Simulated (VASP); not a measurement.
Given:

```xyz
3
Lattice="0.0000 2.2448 2.3275 2.3520 0.0000 2.3275 2.3520 2.2448 0.0000" Properties=species:S:1:pos:R:3 pbc="T T T"
Li     1.1760     1.1224     1.1638
Li     3.5280     3.3671     3.4913
O      0.0703     0.0000     0.0000
```

The numbers are results of PBE GGA, VASP's PBE PAW potentials (set 64) (plane waves; VASP 6.6.1), not measurements. Numerical set-up: 500 eV cut-off, 8×8×8 Γ-centred mesh, Gaussian smearing of 0.050 eV, potentials Li_sv O.

### Question
Give the force on each atom (eV/Å).

### Answer

```tsv
atom	Fx	Fy	Fz
Li1	0.185	0.000	0.000
Li2	0.185	0.000	0.000
O3	-0.370	0.000	0.000
```

### Question
Give the stress tensor in GPa (positive for a compressed cell).

### Answer

```
-3.04   0.00   0.00
 0.00   5.63   0.00
 0.00   0.00  -0.80
```
The pressure is its mean diagonal, 0.60 GPa.

The compound is Li2O in the antifluorite structure. The cell was not relaxed at this level, atoms are displaced from their ideal sites. The run is one of a series of settings (ENCUT = 500 against the base run), some of them coarse on purpose.
